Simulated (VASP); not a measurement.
Wanted: the native input for a VASP 6.6.1 run.

* Task: relaxation of cell and atoms
* Functional: PBE
* Potentials or basis: VASP PAW PBE potentials, release 64 (Zr_sv, Pd, Se)
* Cutoff: 520 eV
* k mesh: 3 × 3 × 3
* Occupations: gaussian, width 0.15 eV
* Spin: no spin polarisation
* Further INCAR settings: PREC = Normal; ALGO = Fast; EDIFF = 0.0001; IBRION = 2; EDIFFG = -0.08; NSW = 24; ISIF = 3

The structure of Zr3PdSe4 lies in POSCAR:

```
Zr3PdSe4
1.0
   -3.9398224000      3.9398224000      3.2108335100
    3.9398224000     -3.9398224000      3.2108335100
    3.9398224000      3.9398224000     -3.2108335100
Zr Pd Se
3 1 4
Direct
    0.5000000000      0.0000000000      0.5000000000
    0.0000000000      0.5000000000      0.5000000000
    0.5000000000      0.5000000000      0.0000000000
    0.0000000000      0.0000000000      0.0000000000
    0.4086909900      0.4086909900      0.3515920000
    0.0570989900      0.0570989900      0.6484080000
    0.5913090100      0.9429010100      0.0000000000
    0.9429010100      0.5913090100      0.0000000000
```

The cell was built by a generator and needn't be a form met in nature.

The input as run:

INCAR

```
SYSTEM = Zr3PdSe4
ALGO = Fast ; EDIFF = 1E-4
EDIFFG = -0.08 ; ENCUT = 520
GGA = PE ; IBRION = 2
ISIF = 3 ; ISMEAR = 0
LASPH = .True. ; LCHARG = .False.
LREAL = .False. ; LWAVE = .False.
NELM = 60 ; NSW = 24
PREC = Normal ; SIGMA = 0.15
```

KPOINTS

```
k-points
0
Gamma
  3 3 3
  0 0 0
```

Potentials or basis: VASP PAW PBE potentials, release 64 (Zr_sv, Pd, Se).

Launch:

```console
$ cat potpaw_PBE.64/Zr_sv/POTCAR potpaw_PBE.64/Pd/POTCAR potpaw_PBE.64/Se/POTCAR > POTCAR
$ mpirun -np 1 vasp_std > vasp.out
```

It gave:

The relaxed volume is 18.99 Å³/atom, the relaxed cell is a = 5.822 Å, b = 5.822 Å, c = 5.822 Å, α = 109.16°, β = 109.16°, γ = 110.09° and the space group after relaxing (to 0.05 Å) is I-42m (No. 121). The energy gained by relaxing is 401.9 meV/atom, the ionic steps are 13 and the pressure after relaxing is -0.2 GPa. The largest force after relaxing is 0.058 eV/Å and the band gap on the k mesh is none (metal or under the smearing width).

Caveat: the k mesh is coarse (spacing up to 0.42 Å⁻¹), so the values aren't converged; the volume moved by over 15 % at a fixed basis, so the end points are rough; the relaxation stopped at a loose force limit of 0.08 eV/Å, so its end isn't a converged minimum.

Run time: 6.2 min on 1 thread of Intel(R) Xeon(R) Platinum 8488C (Sapphire Rapids) (shared host), peak memory 0.24 GiB.
